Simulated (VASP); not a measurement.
A run of VASP 6.6.1:

The input INCAR:

```
SYSTEM = YS
ALGO = Normal ; EDIFF = 1E-6
EDIFFG = -0.005 ; ENCUT = 600
GGA = PS ; IBRION = 2
ISIF = 3 ; ISMEAR = 0
LASPH = .True. ; LCHARG = .False.
LREAL = .False. ; LWAVE = .False.
NELM = 60 ; NSW = 100
PREC = Accurate ; SIGMA = 0.1
```

Contents of KPOINTS:

```
k-points
0
Gamma
  14 14 14
  0 0 0
```

POSCAR

```
YS
1.0
    0.0000000000      2.7436500000      2.7436500000
    2.7436500000      0.0000000000      2.7436500000
    2.7436500000      2.7436500000      0.0000000000
Y S
1 1
Direct
    0.5000000000      0.5000000000      0.5000000000
    0.0000000000      0.0000000000      0.0000000000
```

Potentials or basis: VASP PAW PBE potentials, release 64 (Y_sv, S).

Launch:

```bash
$ cat potpaw_PBE.64/Y_sv/POTCAR potpaw_PBE.64/S/POTCAR > POTCAR
$ mpirun -np 1 vasp_std > vasp.out
```

Hardware: 1 thread of AMD EPYC 9R45 (Zen 5), on a shared host.

**Question.** How long does it take, and how much memory?

**Answer.** It took 74 s on 1 thread of AMD EPYC 9R45 (Zen 5), with other jobs on the host, peak memory 0.22 GiB. Counts: scf iterations 29, k points 104, ion steps 3.
